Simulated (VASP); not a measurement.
# Ga24CN22O (a cell with a defect) in VASP: settings compared

One crystal, Ga24CN22O (a cell with a defect), is run at these levels: PBE, HSE06; tasks: relaxation of the atoms, single point.

Everything below comes from runs of VASP 6.6.1. Logs are shortened: lines on timing, memory, paths and dates and some standing lists are left out, and cuts for length are marked.

### Step 1. The structure

The cell holds a defect, 48 atoms: a = 8.302 Å, b = 8.302 Å, c = 8.302 Å, α = 84.34°, β = 84.34°, γ = 84.34°.

### Step 2. Relaxation of the atoms, PBE, collinear spin, ferromagnetic start

Contents of INCAR:

```
SYSTEM = Ga24CN22O
PREC = Normal ; ENCUT = 450
EDIFF = 1E-6 ; ISMEAR = 0
SIGMA = 0.01 ; LREAL = Auto
LASPH = .TRUE. ; NELM = 150
ALGO = Normal ; ISIF = 2
LWAVE = .FALSE. ; LCHARG = .FALSE.
ISPIN = 2 ; MAGMOM = 0 0 0 0 0 0 0 0 0 0 0 0.2 0.2 0.2 0 0 0.2 0 0 0 0 0 0 0 0.2 0 0 0 0 0 0 0 0 0 0 0 0 0 0 0 0 0 0 0 0 0 0 0
LORBIT = 11 ; GGA = PE
IBRION = 2 ; NSW = 70
EDIFFG = -0.025 ; AMIX = 0.2
BMIX = 1E-4 ; AMIX_MAG = 0.8
BMIX_MAG = 1E-4 ; ICORELEVEL = 1
NELECT = 431.0 ; ISYM = 0
LUSENCCL = .FALSE.
```

Contents of KPOINTS:

```
regular mesh
0
Monkhorst
  2 2 2
  0 0 0
```

Contents of POSCAR:

```
Ga24CN22O
1.0
   -3.2177240000     -5.5732640000      5.2440550000
    6.4354500000      0.0000000000      5.2440550000
   -3.2177260000      5.5732640000      5.2440550000
Ga C N O
24 1 22 1
Direct
    0.8330620000      0.4997285000      0.6663955000
    0.6663953300      0.3330618300      0.9997288300
    0.9997286700      0.6663951700      0.3330621700
    0.6663953300      0.8330618300      0.4997288300
    0.9997286700      0.1663951700      0.8330621700
    0.1663953300      0.3330618300      0.4997288300
    0.4997286700      0.6663951700      0.8330621700
    0.8330620000      0.9997285000      0.1663955000
    0.3330620000      0.4997285000      0.1663955000
    0.3330620000      0.9997285000      0.6663955000
    0.1663953300      0.8330618300      0.9997288300
    0.5050026600      0.1582705300      0.3294696600
    0.6586575100      0.5108106400      0.3272360700
    0.5006485800      0.3340692500      0.6647504800
    0.8330620000      0.6663955000      0.9997285000
    0.4997286700      0.8330621700      0.1663951700
    0.8300872300      0.1642765700      0.4978290600
    0.9997286700      0.3330621700      0.1663951700
    0.3330620000      0.6663955000      0.4997285000
    0.6663953300      0.9997288300      0.8330618300
    0.1663953300      0.4997288300      0.8330618300
    0.1663953300      0.9997288300      0.3330618300
    0.9997286700      0.8330621700      0.6663951700
    0.3330620000      0.1663955000      0.9997285000
    0.6196992400      0.2901110800      0.4507704300
    0.4586046700      0.1252711700      0.7919381700
    0.7919380000      0.4586045000      0.1252715000
    0.4586046700      0.6252711700      0.2919381700
    0.7919380000      0.9586045000      0.6252715000
    0.9586046700      0.1252711700      0.2919381700
    0.2919380000      0.4586045000      0.6252715000
    0.6252713300      0.7919378300      0.9586048300
    0.1252713300      0.2919378300      0.9586048300
    0.1252713300      0.7919378300      0.4586048300
    0.9586046700      0.6252711700      0.7919381700
    0.2919380000      0.9586045000      0.1252715000
    0.7919380000      0.6252715000      0.4586045000
    0.6252713300      0.4586048300      0.7919378300
    0.9586046700      0.7919381700      0.1252711700
    0.6252713300      0.9586048300      0.2919378300
    0.1252713300      0.4586048300      0.2919378300
    0.4586046700      0.7919381700      0.6252711700
    0.7919380000      0.1252715000      0.9586045000
    0.2919380000      0.6252715000      0.9586045000
    0.2919380000      0.1252715000      0.4586045000
    0.1252713300      0.9586048300      0.7919378300
    0.4586046700      0.2919381700      0.1252711700
    0.9586046700      0.2919381700      0.6252711700
```

Potentials or basis: VASP PAW PBE potentials, release 64 (Ga_d, C, N, O).

Run with:

```console
$ cat potpaw_PBE.64/Ga_d/POTCAR potpaw_PBE.64/C/POTCAR potpaw_PBE.64/N/POTCAR potpaw_PBE.64/O/POTCAR > POTCAR
$ mpirun -np 1 vasp_std > vasp.out
```

OUTCAR:

```text
SYSTEM = Ga24CN22O
   PREC = Normal
   ENCUT = 450
   EDIFF = 1E-6
   ISMEAR = 0
   LREAL = Auto
   LASPH = .TRUE.
   NELM = 150
   ISIF = 2
   ISPIN = 2
   LORBIT = 11
   GGA = PE
   IBRION = 2
   NSW = 70
   EDIFFG = -0.025
   AMIX = 0.2
   AMIX_MAG = 0.8
   NELECT = 431.0
   ISYM = 0

 ion  position               nearest neighbor table
   1  0.833  0.500  0.666-  48 1.97  38 1.97  37 1.97  35 1.98
   2  0.666  0.333  1.000-  43 1.97  47 1.97  38 1.97  27 1.98
   3  1.000  0.666  0.333-  41 1.97  37 1.97  39 1.97  34 1.98
   4  0.666  0.833  0.500-  37 1.97  42 1.97  40 1.97  29 1.98
   5  1.000  0.166  0.833-  46 1.97  43 1.97  48 1.97  33 1.98
   6  0.166  0.333  0.500-  45 1.97  48 1.97  41 1.97  31 1.98
[... 40 lines left out ...]
  47  0.459  0.292  0.125-   9 1.97   2 1.97  24 1.98  12 1.98
  48  0.959  0.292  0.625-   1 1.97   6 1.97   5 1.97  17 2.01

IMPORTANT INFORMATION: All symmetrisations will be switched off!
NOSYMM: (Re-)initialisation of all symmetry stuff for point group C_1.

----------------------------------------------------------------------------------------

                                     Primitive cell

  volume of cell :     564.2571

  direct lattice vectors                    reciprocal lattice vectors
    -3.217724000 -5.573264000  5.244055000    -0.051796430 -0.089714044  0.063564042
     6.435450000  0.000000000  5.244055000     0.103592859  0.000000019  0.063564042
    -3.217726000  5.573264000  5.244055000    -0.051796430  0.089714025  0.063564042

  length of vectors
     8.301513850  8.301513690  8.301514625     0.121539571  0.121539574  0.121539557

  position of ions in fractional coordinates (direct lattice)
     0.833062000  0.499728500  0.666395500
     0.666395330  0.333061830  0.999728830
     0.999728670  0.666395170  0.333062170
     0.666395330  0.833061830  0.499728830
     0.999728670  0.166395170  0.833062170
     0.166395330  0.333061830  0.499728830
[... 40 lines left out ...]
     0.458604670  0.291938170  0.125271170
     0.958604670  0.291938170  0.625271170

  ion indices of the primitive-cell ions
   primitive index   ion index
                 1           1
                 2           2
                 3           3
                 4           4
                 5           5
                 6           6
[... 40 lines left out ...]
                47          47
                48          48

----------------------------------------------------------------------------------------

 KPOINTS: regular mesh

Automatic generation of k-mesh.
 Grid dimensions read from file:
 generate k-points for:    2    2    2

[... 101 lines left out ...]
  in kB      -22.7312513    -29.9812813    -22.9377250      7.1300742      2.1118530      0.8867771
  external PRESSURE =     -25.2167525 kB  Pullay stress =       0.0000000 kB
[... 227 lines left out ...]
  FREE ENERGIE OF THE ION-ELECTRON SYSTEM (eV)
  ---------------------------------------------------
  free  energy   TOTEN  =      -294.5342402603 eV

  energy  without entropy=     -294.5342213694  energy(sigma->0) =     -294.53423081

[... ionic steps 4 to 9 ...]

--------------------------------------- Ionic step       10  -------------------------------------------

 number of electron     431.0000635 magnetization       1.0000006

------------------------ aborting loop because EDIFF is reached ----------------------------------------
[... 159 lines left out ...]
--------------------------------------- Ionic step       12  -------------------------------------------

 number of electron     431.0000631 magnetization       1.0000006

 Free energy of the ion-electron system (eV)
  ---------------------------------------------------
  ext. energy  EPLUGINS =         0.00000000
  ---------------------------------------------------
  free energy    TOTEN  =      -294.58864976 eV

  energy without entropy =     -294.58864328  energy(sigma->0) =     -294.58864652

 the core state eigenenergies are
   1-  1s -10217.7146  2s  -1251.0862  2p  -1087.5462  3s   -137.3810  3p    -88.1262

   2-  1s -10217.3125  2s  -1250.7020  2p  -1087.1603  3s   -136.9862  3p    -87.7308

   3-  1s -10217.3159  2s  -1250.7060  2p  -1087.1642  3s   -136.9924  3p    -87.7372
[... 65 lines left out ...]
  47-  1s   -370.2799
  48-  1s   -501.1715

 E-fermi :   4.9676     XC(G=0): -11.4918

 val. band max:        4.9443970669   @ k =   0.2500   0.2500  -0.2500
 cond. band min:       4.9908039916   @ k =   0.2500   0.2500   0.2500
 fundamental gap:      0.0464069247
 Fermi energy:         4.9676005295

 spin component 1

 k-point     1 :       0.2500    0.2500    0.2500
  band No.  band energies     occupation
      1     -13.7533      1.00000
      2     -10.5702      1.00000
      3     -10.2250      1.00000
      4     -10.2085      1.00000
      5     -10.1501      1.00000
      6     -10.0408      1.00000
[... 909 lines left out ...]
    226      10.1152      0.00000
    227      10.1814      0.00000
 Fermi energy:         4.9676005295

 spin component 2

 k-point     1 :       0.2500    0.2500    0.2500
  band No.  band energies     occupation
      1     -13.7475      1.00000
      2     -10.5420      1.00000
      3     -10.2026      1.00000
      4     -10.1786      1.00000
      5     -10.1240      1.00000
      6     -10.0215      1.00000
[... 909 lines left out ...]
    226      10.1349      0.00000
    227      10.1948      0.00000
 [bands above 227 left out]

------------------------ aborting loop because EDIFF is reached ----------------------------------------

  FORCE on cell =-STRESS in cart. coord.  units (eV):
  Direction    XX          YY          ZZ          XY          YZ          ZX
  --------------------------------------------------------------------------------------
  -------------------------------------------------------------------------------------
  Total       -9.4749398    -10.6053607     -7.4201239      0.8713628      0.2653419      0.0543136
  in kB      -26.9035762    -30.1133447    -21.0690383      2.4741873      0.7534240      0.1542207
  external PRESSURE =     -26.0286531 kB  Pullay stress =       0.0000000 kB
[... 63 lines left out ...]
  FREE ENERGIE OF THE ION-ELECTRON SYSTEM (eV)
  ---------------------------------------------------
  free  energy   TOTEN  =      -294.5886497561 eV

  energy  without entropy=     -294.5886432829  energy(sigma->0) =     -294.58864652

 reached required accuracy - stopping structural energy minimisation

 total charge

# of ion       s       p       d       tot
------------------------------------------
    1        0.780   0.809  10.154  11.743
    2        0.779   0.859  10.162  11.799
    3        0.779   0.859  10.163  11.801
    4        0.779   0.853  10.158  11.789
    5        0.781   0.826  10.162  11.769
    6        0.782   0.823  10.160  11.764
[... 40 lines left out ...]
   47        1.232   2.481   0.000   3.712
   48        1.569   3.439   0.000   5.008
--------------------------------------------------
tot         48.361  80.056 243.780 372.197

 magnetization (x)

# of ion       s       p       d       tot
------------------------------------------
    1       -0.001   0.001   0.002   0.002
    2       -0.001  -0.000   0.003   0.001
    3       -0.001   0.001   0.002   0.002
    4       -0.001  -0.000   0.002   0.001
    5       -0.000  -0.000   0.001   0.000
    6       -0.001  -0.000   0.001   0.000
[... 40 lines left out ...]
   47        0.001   0.021   0.000   0.021
   48       -0.000   0.004   0.000   0.004
--------------------------------------------------
tot         -0.008   0.685   0.097   0.774
```

Run time: 1.6 h. Hardware: 1 × NVIDIA H100 80GB with 1 thread of AMD EPYC 7R13 (Zen 3), shared host; peak memory 1.8 GiB.

Results:

| Item | Value |
| --- | --- |
| Free energy | -294.5886 eV |
| Energy gained by relaxing | 10.7 meV/atom |
| Ionic steps | 12 |
| Largest force after relaxing | 0.019 eV/Å |
| Net moment | 1.00 μB per cell |
| Site moments | Ga +0.00, +0.04, +0.01; C +0.16; N +0.06, +0.04, +0.03, +0.02, +0.01; O +0.00 μB |
| Valence electrons inside the program's atomic spheres | Ga 11.74, 11.80, 11.79, 11.77, 11.76, 11.82, 11.81; C 2.40; N 3.70, 3.71, 3.72; O 5.01 |

Forces on the atoms (eV/Å):
```
Ga   0.004  0.010  0.000
Ga   0.003  0.010  0.005
Ga   0.003 -0.003 -0.007
Ga  -0.009  0.002  0.005
Ga   0.001  0.002 -0.005
Ga   0.007 -0.001  0.002
Ga   0.011 -0.001 -0.009
Ga   0.001 -0.007  0.006
Ga  -0.005 -0.002 -0.007
Ga   0.002 -0.004  0.001
Ga   0.002  0.006 -0.017
Ga  -0.007  0.000  0.008
Ga   0.004 -0.002  0.008
Ga  -0.004  0.009  0.004
Ga  -0.009  0.009 -0.001
Ga   0.000  0.004  0.002
Ga   0.007  0.001  0.000
Ga  -0.004  0.000  0.003
Ga  -0.003 -0.002  0.007
Ga   0.007  0.003 -0.005
Ga  -0.007 -0.007 -0.001
Ga   0.001  0.004  0.005
Ga   0.000 -0.004 -0.013
Ga  -0.004 -0.007  0.011
C   -0.001 -0.004 -0.001
N    0.005  0.000 -0.004
N   -0.009 -0.003  0.004
N    0.004 -0.001 -0.002
N   -0.001 -0.002  0.007
N   -0.003  0.000  0.001
N   -0.009  0.000  0.007
N    0.001 -0.004 -0.003
N   -0.008 -0.002 -0.002
N    0.000 -0.005 -0.006
N   -0.005 -0.001  0.005
N    0.004  0.006 -0.018
N   -0.003 -0.005  0.003
N    0.004  0.001  0.002
N    0.002  0.004 -0.004
N   -0.002 -0.001  0.010
N    0.012  0.000 -0.001
N    0.008  0.000  0.008
N    0.001 -0.004 -0.004
N    0.010  0.001  0.007
N   -0.006 -0.004 -0.002
N    0.000 -0.003 -0.009
N   -0.008  0.003  0.006
O    0.003  0.004 -0.005
```

Step by step:
| step | energy change (eV) | largest force (eV/Å) | pressure (GPa) |
| --- | --- | --- | --- |
| 1 | 0.0000 | 1.8795 | -2.52 |
| 2 | -0.4274 | 0.6774 | -2.54 |
| 3 | -0.4592 | 0.3863 | -2.60 |
| 4 | -0.4944 | 0.1754 | -2.61 |
| 5 | -0.4958 | 0.2440 | -2.60 |
| 6 | -0.5058 | 0.1142 | -2.60 |
| 7 | -0.5070 | 0.1404 | -2.59 |
| 8 | -0.5111 | 0.0465 | -2.60 |
| 9 | -0.5115 | 0.0574 | -2.60 |
| 10 | -0.5129 | 0.0292 | -2.60 |
| 11 | -0.5130 | 0.0325 | -2.60 |
| 12 | -0.5136 | 0.0190 | -2.60 |

Final structure:
```
Ga C N O
1.0
    -3.21772   -5.57326    5.24406
     6.43545    0.00000    5.24406
    -3.21773    5.57326    5.24406
Ga C N O
24 1 22 1
Cartesian
  -1.5423 -0.8912 10.4928
  -0.0007 -3.6993 5.2464
  3.2203 1.8479 5.2441
  1.6231 -0.9305 10.4819
  -1.6771 4.6827 5.2616
  -0.0087 1.7726 5.2674
  0.0099 1.8636 10.4882
  3.2139 -3.7107 10.4696
  1.6089 -0.9367 5.2353
  3.2197 1.8461 10.4821
  1.6035 4.6402 10.4808
  -1.6045 -0.9372 5.2424
  0.0211 -1.8470 7.8733
  -1.5983 0.9366 7.8795
  -1.5988 0.9321 13.1072
  3.2265 -1.8656 7.8529
  -3.2169 -1.8610 7.7712
  -1.6050 -4.6312 7.8583
  1.6131 0.9227 7.8629
  -4.8177 0.9267 7.8580
  0.0023 3.7260 7.8610
  4.8168 0.9187 7.8480
  3.2090 3.7006 7.8592
  -3.2129 3.7164 7.8554
  -1.6107 -0.9292 7.2146
  -3.2146 1.8584 7.2074
  0.0067 -3.7146 7.2169
  1.6290 -0.9284 7.2049
  1.5892 -0.9363 12.4710
  -3.2293 -3.7325 7.2129
  0.0107 1.8790 7.2104
  0.0086 1.8518 12.4564
  -1.5996 4.6498 7.2033
  3.2139 1.8522 7.2112
  -1.6135 -0.9288 12.4441
  4.8326 -0.9368 7.2025
  0.0074 -1.8687 9.8517
  -1.6131 0.9414 9.8529
  1.6094 -4.6512 9.8319
  3.2120 -1.8652 9.8109
  1.6051 0.9372 4.5853
  1.6079 0.9249 9.8350
  -4.8152 0.9253 9.8335
  0.0011 3.7157 9.8259
  -1.6093 0.9426 4.5629
  3.2228 3.7074 9.8306
  0.0125 -1.8604 4.5630
  -3.2340 -1.8691 9.8677
```

Core levels (eV, on the scale of the bands):
```
atom                                                    levels
1 Ga  1s -10217.7, 2s -1251.1, 2p -1087.5, 3s -137.4, 3p -88.1
2 Ga  1s -10217.3, 2s -1250.7, 2p -1087.2, 3s -137.0, 3p -87.7
3 Ga  1s -10217.3, 2s -1250.7, 2p -1087.2, 3s -137.0, 3p -87.7
4 Ga  1s -10217.4, 2s -1250.7, 2p -1087.2, 3s -137.0, 3p -87.8
5 Ga  1s -10217.7, 2s -1251.0, 2p -1087.5, 3s -137.4, 3p -88.1
6 Ga  1s -10217.7, 2s -1251.0, 2p -1087.5, 3s -137.3, 3p -88.1
```

Caveat: the k mesh is coarse (spacing up to 0.38 Å⁻¹), so the values aren't converged; the cell is charged against a uniform background, so pressure and absolute levels hang on convention; the cutoff is under 1.25 times the usual one of these potentials, so pressure, stress and relaxed cells hold a basis-set (Pulay) error.

[end of part 1 of 2]
